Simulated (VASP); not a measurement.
Calculation: PBEsol GGA, VASP's PBE PAW potentials (set 64) (plane waves; VASP 6.6.1).

Input for VASP

POSCAR:
```
GaN
1
    1.5912219442    -2.7560772157     0.0000000000
    1.5912219442     2.7560772157     0.0000000000
    0.0000000000     0.0000000000     5.1801024119
Ga N
2 2
Direct
  0.6666670000   0.3333330000   0.5000334008
  0.3333330000   0.6666670000   0.0000334008
  0.6666670000   0.3333330000   0.8769665992
  0.3333330000   0.6666670000   0.3769665992
```

### KPOINTS
```
Automatic mesh
0
Gamma
7 7 4
0 0 0
```

### INCAR
```
# general
SYSTEM  = GaN
PREC    = Accurate
ENCUT   = 520   # plane-wave cut-off (eV)
LREAL   = .False.   # projection in real space or not
LASPH   = .True.   # aspherical one-centre terms

# electronic loop
EDIFF   = 1E-6   # SCF stop (eV)
NELM    = 100   # most electronic steps
ALGO    = Normal
LMAXMIX = 4

# smearing
ISMEAR  = 0
SIGMA   = 0.05

# functional
GGA     = PS   # PBEsol

# ions
IBRION  = 2   # conjugate gradients
NSW     = 60
ISIF    = 3   # ions, shape and volume
EDIFFG  = -0.02   # ionic stop

# output
LWAVE   = .False.
LCHARG  = .False.
```

POTCAR, in this order: Ga_d N (PBE.64 set). Program: vasp_std.

Output of the run:

### OSZICAR
```
       N       E                     dE             d eps       ncg     rms          rms(c)
DAV:   1     0.273801583540E+03    0.27380E+03   -0.18569E+04  1132   0.309E+03
DAV:   2     0.456317843026E+01   -0.26924E+03   -0.26077E+03  1164   0.529E+02
DAV:   3    -0.284397208317E+02   -0.33003E+02   -0.32796E+02  1194   0.154E+02
DAV:   4    -0.298932097712E+02   -0.14535E+01   -0.14477E+01  1506   0.330E+01
DAV:   5    -0.299162318030E+02   -0.23022E-01   -0.23012E-01  1172   0.387E+00    0.102E+01
DAV:   6    -0.262435101225E+02    0.36727E+01   -0.13370E+01  1944   0.575E+01    0.311E+00
DAV:   7    -0.263135617739E+02   -0.70052E-01   -0.15291E+00  1140   0.100E+01    0.263E+00
DAV:   8    -0.262896913656E+02    0.23870E-01   -0.28656E-01  1824   0.780E+00    0.907E-01
DAV:   9    -0.262663578155E+02    0.23334E-01   -0.11343E-01  1854   0.568E+00    0.293E-01
DAV:  10    -0.262671298934E+02   -0.77208E-03   -0.51566E-03  1236   0.775E-01    0.128E-01
DAV:  11    -0.262670419321E+02    0.87961E-04   -0.87821E-04  1628   0.567E-01    0.211E-02
DAV:  12    -0.262670492915E+02   -0.73594E-05   -0.13560E-04  1186   0.871E-02    0.125E-02
DAV:  13    -0.262670485239E+02    0.76763E-06   -0.14623E-05  1468   0.833E-02    0.326E-03
DAV:  14    -0.262670485737E+02   -0.49823E-07   -0.14429E-06   872   0.219E-02
   1 F= -.26267049E+02 E0= -.26267049E+02  d E =-.262670E+02
```

OUTCAR:
```
------------------------ aborting loop because EDIFF is reached ----------------------------------------
  FORCE on cell =-STRESS in cart. coord.  units (eV):
  Direction    XX          YY          ZZ          XY          YZ          ZX
  --------------------------------------------------------------------------------------
  Total       -0.0233492     -0.0233492      0.0351322      0.0000000      0.0000000      0.0000000
  in kB       -0.8233640     -0.8233640      1.2388685      0.0000000      0.0000000      0.0000000
  external PRESSURE =      -0.1359532 kB  Pullay stress =       0.0000000 kB
  volume of cell :       45.43
      direct lattice vectors                 reciprocal lattice vectors
     1.591221944 -2.756077216  0.000000000     0.314223922 -0.181417268  0.000000000
     1.591221944  2.756077216  0.000000000     0.314223922  0.181417268  0.000000000
     0.000000000  0.000000000  5.180102412     0.000000000  0.000000000  0.193046376
  FREE ENERGIE OF THE ION-ELECTRON SYSTEM (eV)
  ---------------------------------------------------
  free  energy   TOTEN  =       -26.2670485737 eV

  energy  without entropy=      -26.2670485737  energy(sigma->0) =      -26.26704857

 reached required accuracy - stopping structural energy minimisation
```
(Selected blocks of OUTCAR.)

The compound is GaN in the wurtzite structure. It was relaxed first. The start is the result of an earlier pass.
